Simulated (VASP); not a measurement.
Here is the system:

```
CELL_PARAMETERS angstrom
     -2.92077     2.92077     1.58816
      2.92077    -2.92077     1.58816
      2.92077     2.92077    -1.58816
ATOMIC_POSITIONS crystal
  Sn 0.25000 0.75000 0.50000
  Sn 0.00000 0.00000 0.00000
```

Level of theory: vdW-DF-cx, VASP's PBE PAW potentials (set 64) (plane waves; VASP). Numerical set-up: 520 eV cut-off, Gaussian smearing of 0.050 eV, potentials Sn_d.

Q: Give the energies of bands 11 to 17 at the high-symmetry points, in eV from the Fermi level.

A: 
```json
[
 {"band": "11", "Γ": "-11.15", "X": "-8.91", "M": "-7.59", "Z": "-6.52", "P": "-5.99", "N": "-6.94"},
 {"band": "12", "Γ": "-3.70", "X": "-8.91", "M": "-7.59", "Z": "-5.61", "P": "-5.99", "N": "-5.40"},
 {"band": "13", "Γ": "-1.98", "X": "0.59", "M": "-4.79", "Z": "-3.02", "P": "-3.52", "N": "-2.33"},
 {"band": "14", "Γ": "-1.98", "X": "0.59", "M": "-4.79", "Z": "-2.90", "P": "-3.52", "N": "-1.71"},
 {"band": "15", "Γ": "3.04", "X": "1.57", "M": "5.08", "Z": "-2.90", "P": "3.57", "N": "-1.13"},
 {"band": "16", "Γ": "6.18", "X": "1.57", "M": "5.08", "Z": "3.06", "P": "3.57", "N": "2.30"},
 {"band": "17", "Γ": "6.18", "X": "6.03", "M": "9.32", "Z": "5.60", "P": "3.93", "N": "2.84"}
]
```

It has no gap at this level: it comes out as a metal or semimetal.

The compound is Sn in the beta structure. It was relaxed first.
